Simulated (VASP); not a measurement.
## AlSn: equation of state with PBE

AlSn:

```
Sn Al
1.0
     4.19811    0.00000    0.00000
    -2.09905    3.63567    0.00000
     0.00000    0.00000    3.30685
Sn Al
1 1
Direct
  0.33333 0.66667 0.50000
  0.00000 0.00000 0.00000
```

The cell comes from a database or a generator and needn't be the stable form of this composition.

```
Program                : VASP 6.6.1
Task                   : equation of state
Functional             : PBE
Potentials or basis    : VASP PAW PBE potentials, release 64 (Sn_d, Al)
Cutoff                 : 520 eV
k mesh                 : 7 × 7 × 8
Occupations            : fermi-dirac, width 0.05 eV
Spin                   : no spin polarisation
Further INCAR settings : ALGO = Normal; EDIFF = 1e-07; NBANDS = 16
```

| Property | Result |
| --- | --- |
| Equilibrium volume | 25.35 Å³/atom |
| Bulk modulus at fixed shape and positions | 50 GPa |
| Pressure derivative of the bulk modulus | 4.9 |

Energy against volume, from the lowest point:
```
volume (Å³/atom)  energy (meV/atom)
          23.722              18.57
          24.227               8.47
          24.731               2.42
          25.236               0.00
          25.741               0.84
          26.245               4.53
          26.750              10.74
```

All runs of the series together: 70 s on 1 thread of Intel(R) Xeon(R) 6975P-C (Granite Rapids), on a shared host.

Caveat: the cell was scaled at fixed shape and fractional positions, which overstates the stiffness of a crystal with free parameters, most of all of layers and chains.
